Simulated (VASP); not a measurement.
All values below come from PBEsol GGA, VASP's PBE PAW potentials (set 64) (plane waves; VASP 6.6.1).

Input for VASP

INCAR:
```
! general
SYSTEM  = Sb
PREC    = Accurate
ENCUT   = 480   ! plane-wave cut-off (eV)
LREAL   = F   ! projection in real space or not
LASPH   = T

! electronic loop
EDIFF   = 1E-7   ! SCF stop (eV)
NELM    = 100   ! most electronic steps
ALGO    = Normal   ! blocked Davidson
LMAXMIX = 4

! smearing
ISMEAR  = 0
SIGMA   = 0.05

! functional
GGA     = PS

! ions
ISIF    = 2   ! forces and stress, cell fixed

! output
LWAVE   = F
LCHARG  = F
```

File KPOINTS:
```
Automatic
0
Gamma
  8 8 8
0 0 0
```

### POSCAR
```
Sb
4.4568030
  0.8739213627  -0.4860285191  -0.0061598525
  0.8739213627   0.4860285191  -0.0061598525
  0.6092507561   0.0000000000   0.7929777128
Sb
2
Cartesian
  0.5552014373   0.0000000000   0.1838800418
  1.8018920442  -0.0168282062   0.5967779659
```

POTCAR, in this order: Sb (PBE.64 set). Program: vasp_std.

What VASP printed:

**OSZICAR**
```
       N       E                     dE             d eps       ncg     rms          rms(c)
DAV:   1     0.354063043429E+02    0.35406E+02   -0.35188E+03  4680   0.819E+02
DAV:   2    -0.766979917330E+01   -0.43076E+02   -0.41947E+02  6548   0.121E+02
DAV:   3    -0.911981615429E+01   -0.14500E+01   -0.14226E+01  5768   0.272E+01
DAV:   4    -0.913252568472E+01   -0.12710E-01   -0.12701E-01  5772   0.283E+00
DAV:   5    -0.913262510274E+01   -0.99418E-04   -0.99418E-04  5509   0.261E-01    0.287E+00
DAV:   6    -0.912395748193E+01    0.86676E-02   -0.18772E-03  5344   0.326E-01    0.172E+00
DAV:   7    -0.911848474229E+01    0.54727E-02   -0.49442E-03  4828   0.516E-01    0.588E-02
DAV:   8    -0.911852331410E+01   -0.38572E-04   -0.86646E-05  5623   0.814E-02    0.135E-02
DAV:   9    -0.911852859404E+01   -0.52799E-05   -0.74188E-06  5324   0.214E-02    0.327E-03
DAV:  10    -0.911852847596E+01    0.11808E-06   -0.71899E-07  5698   0.576E-03    0.107E-03
DAV:  11    -0.911852860407E+01   -0.12810E-06   -0.75750E-08  2526   0.193E-03    0.416E-04
DAV:  12    -0.911852861779E+01   -0.13725E-07   -0.15982E-08  2407   0.951E-04
   1 F= -.91185286E+01 E0= -.91182733E+01  d E =-.510548E-03
```

File OUTCAR:
```
------------------------ aborting loop because EDIFF is reached ----------------------------------------
  FORCE on cell =-STRESS in cart. coord.  units (eV):
  Direction    XX          YY          ZZ          XY          YZ          ZX
  --------------------------------------------------------------------------------------
  Total       -0.0545263      0.0583356     -0.0433833     -0.2363440     -0.1599518      0.0369635
  in kB       -1.4570544      1.5588472     -1.1592898     -6.3155940     -4.2742374      0.9877408
  external PRESSURE =      -0.3524990 kB  Pullay stress =       0.0000000 kB
  volume of cell :       59.96
      direct lattice vectors                 reciprocal lattice vectors
     3.894895351 -2.166133362 -0.027453249     0.127681702 -0.230826046 -0.098098815
     3.894895351  2.166133362 -0.027453249     0.127681702  0.230826046 -0.098098815
     2.715310597  0.000000000  3.534145449     0.001983663  0.000000000  0.281429769
 POSITION                                       TOTAL-FORCE (eV/Angst)
 -----------------------------------------------------------------------------------
      2.47442      0.00000      0.81952         0.036216     -0.140424      0.039248
      8.03068     -0.07500      2.65972        -0.036216      0.140424     -0.039248
 -----------------------------------------------------------------------------------
    total drift:                               -0.000000      0.000000     -0.000000
  FREE ENERGIE OF THE ION-ELECTRON SYSTEM (eV)
  ---------------------------------------------------
  free  energy   TOTEN  =        -9.1185286178 eV

  energy  without entropy=       -9.1180180696  energy(sigma->0) =       -9.11827334
```
(Selected blocks of OUTCAR.)

The compound is Sb in the a7 structure. This cell was strained or had an atom moved on purpose.
